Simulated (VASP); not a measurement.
Given:

```
HfTi3N4
1.0
    4.29749     0.00000     0.00000
    0.00000     4.29749     0.00000
    0.00000     0.00000     4.29749
Ti N Hf
3 4 1
Direct
  0.00000   0.00000   0.00000
  0.50000   0.50000   0.00000
  0.50000   0.00000   0.50000
  0.50000   0.50000   0.50000
  0.00000   0.00000   0.50000
  0.00000   0.50000   0.00000
  0.50000   0.00000   0.00000
  0.00000   0.50000   0.50000
```

All values below come from PBEsol GGA, VASP's PBE PAW potentials (set 64) (plane waves; VASP 6.6.1). Settings: 520 eV cut-off, 7×7×7 Γ-centred mesh, first-order Methfessel-Paxton smearing of 0.10 eV, potentials Ti_sv N Hf_pv.

Unless said otherwise, spin-orbit coupling is left out, though it shifts the bands of the heavy elements here.

**Question.** What does the run give for the energy per atom (σ→0), band gap (on the k-mesh) with the smallest direct gap where there is one?

**Answer.** 
```json
{
 "band gap (on the k-mesh)": "none (metal, semimetal or under 0.01 eV)",
 "energy per atom (σ→0)": "-10.638 eV/atom"
}
```

Only differences to runs with the same potentials and settings are physical.

The structure was generated: HfTi3N4 was put into an ordered model structure (Pm-3m), which need not be its known phase. It was relaxed first. The start is the result of an earlier pass.
